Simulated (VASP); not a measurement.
Consider the following.

```
BaO
1.0
    0.00000     2.85294     2.85294
    2.85294     0.00000     2.85294
    2.85294     2.85294     0.00000
Ba O
1 1
Cartesian
  2.85294   2.85294   5.70588
  2.85294   2.85294   2.85294
```

Computed with vdW-DF2, VASP's PBE PAW potentials (set 64) (plane waves; VASP 6.6.1). Run with 520 eV cut-off, Gaussian smearing of 0.050 eV, potentials Ba_sv O.

Unless said otherwise, spin-orbit coupling is left out, though it shifts the bands of the heavy elements here.

Problem. Predict the band gap (along the path) with the smallest direct gap where there is one.

Solution. 
The band gap (along the path) is 2.29 eV. The smallest direct gap (along the path) comes out as 2.29 eV.

Total energies compare only between runs with the same potentials, cut-off and functional.

The compound is BaO in the rock salt structure. It was relaxed first, which changed the volume by +9 %.
